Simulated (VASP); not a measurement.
Here is the system:

```
AgCl
1.0
    0.00000     2.81089     2.75828
    2.80703     0.00000     2.75828
    2.80703     2.81089     0.00000
Ag Cl
1 1
Direct
  0.00000   0.00000   0.00000
  0.49218   0.50782   0.50782
```
Cell charge +0.1.

All values below come from PBE GGA, VASP's PBE PAW potentials (set 64) (plane waves; VASP). Run with NELECT = 17.9, 400 eV cut-off, 7×7×7 Γ-centred mesh, Gaussian smearing of 0.050 eV, potentials Ag Cl.

The cell is charged, with a uniform compensating background.

Task: Estimate the energy per atom (σ→0), pressure, band gap (on the k-mesh) with the smallest direct gap where there is one.

Result: 
```yaml
band gap (on the k-mesh): none (metal, semimetal or under 0.01 eV)
energy per atom (σ→0): -2.873 eV/atom
pressure: -4.13 GPa
```

Only differences to runs with the same potentials and settings are physical.

The compound is AgCl in the rock salt structure. The cell was not relaxed at this level, atoms are displaced from their ideal sites. The run is one of a series of settings (NELECT = 17.9 against the base run), some of them coarse on purpose.
